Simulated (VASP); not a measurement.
Output of a VASP run:

### OSZICAR
```
       N       E                     dE             d eps       ncg     rms          rms(c)
DAV:   1     0.160009536500E+03    0.16001E+03   -0.11288E+04  1717   0.198E+03
DAV:   2    -0.353116576487E+01   -0.16354E+03   -0.15952E+03  1736   0.411E+02
DAV:   3    -0.109498711706E+02   -0.74187E+01   -0.73758E+01  2121   0.942E+01
DAV:   4    -0.110686054023E+02   -0.11873E+00   -0.11871E+00  1996   0.113E+01
DAV:   5    -0.110739889676E+02   -0.53836E-02   -0.53835E-02  2533   0.215E+00    0.832E+00
DAV:   6    -0.108497256934E+02    0.22426E+00   -0.55413E-01  1960   0.111E+01    0.387E+00
DAV:   7    -0.107998756165E+02    0.49850E-01   -0.84419E-02  2305   0.619E+00    0.169E+00
DAV:   8    -0.107896779039E+02    0.10198E-01   -0.21315E-02  2030   0.144E+00    0.464E-01
DAV:   9    -0.107884860462E+02    0.11919E-02   -0.20491E-03  2198   0.884E-01    0.835E-02
DAV:  10    -0.107884558808E+02    0.30165E-04   -0.56908E-05  2362   0.144E-01    0.393E-02
DAV:  11    -0.107884546587E+02    0.12221E-05   -0.44105E-06  1924   0.226E-02    0.886E-03
DAV:  12    -0.107884546509E+02    0.78053E-08   -0.20569E-07  1092   0.535E-03
   1 F= -.97794214E+01 E0= -.97790455E+01  d E =-.977942E+01
```

OUTCAR:
```
------------------------ aborting loop because EDIFF is reached ----------------------------------------
  FORCE on cell =-STRESS in cart. coord.  units (eV):
  Direction    XX          YY          ZZ          XY          YZ          ZX
  --------------------------------------------------------------------------------------
  Total        0.9963869      0.9963869      0.9963869     -0.0000000     -0.0000000      0.0000000
  in kB       49.3733433     49.3733433     49.3733433     -0.0000000     -0.0000000      0.0000000
  external PRESSURE =      -0.6266567 kB  Pullay stress =      50.0000000 kB
  volume of cell :       32.33
      direct lattice vectors                 reciprocal lattice vectors
     3.185776897  0.000000000  0.000000000     0.313895176  0.000000000  0.000000000
     0.000000000  3.185776897  0.000000000     0.000000000  0.313895176  0.000000000
     0.000000000  0.000000000  3.185776897     0.000000000  0.000000000  0.313895176
 POSITION                                       TOTAL-FORCE (eV/Angst)
 -----------------------------------------------------------------------------------
      1.59289      1.59289      1.59289         0.000000      0.000000      0.000000
      0.00000      0.00000      0.00000         0.000000      0.000000      0.000000
 -----------------------------------------------------------------------------------
    total drift:                                0.000000      0.000000     -0.000000
  FREE ENERGIE OF THE ION-ELECTRON SYSTEM (eV)
  ---------------------------------------------------
  free  energy   TOTEN  =       -10.7884546509 eV

  energy  without entropy=      -10.7873269954  energy(sigma->0) =      -10.78807877
  enthalpy is  TOTEN    =        -9.7794213548 eV   P V=        1.0090332962

 reached required accuracy - stopping structural energy minimisation
```
(Selected blocks of OUTCAR.)

**POSCAR**
```
PdIn
1
    3.1857768970     0.0000000000    -0.0000000000
   -0.0000000000     3.1857768970    -0.0000000000
    0.0000000000     0.0000000000     3.1857768970
In Pd
1 1
Direct
  0.5000000000   0.5000000000   0.5000000000
  0.0000000000   0.0000000000   0.0000000000
```

**Question.** Write an INCAR and KPOINTS that could have produced this output.

**Answer.** One answer among several that fit: the input of the run itself, LDA (Ceperley-Alder, Perdew-Zunger), plane waves, VASP's LDA PAW potentials (set 64).

**KPOINTS**
```
Regular mesh
0
Gamma
11 11 11
0 0 0
```

INCAR:
```
SYSTEM = PdIn
PREC = Accurate
ENCUT = 500
EDIFF = 1E-6
NELM = 100
ALGO = Normal
LREAL = .FALSE.
LASPH = .TRUE.
ISMEAR = 1
SIGMA = 0.1
LMAXMIX = 4
LWAVE = .FALSE.
LCHARG = .FALSE.
IBRION = 2
ISIF = 3
NSW = 40
EDIFFG = -0.02
PSTRESS = 50
```

POTCAR, in this order: In_d Pd (LDA.64 set). Program: vasp_std.

The compound is PdIn in the CsCl type structure. It was relaxed first under an external pressure of 5 GPa. The electron count is odd and the run is not spin-polarised, which forces a metal.
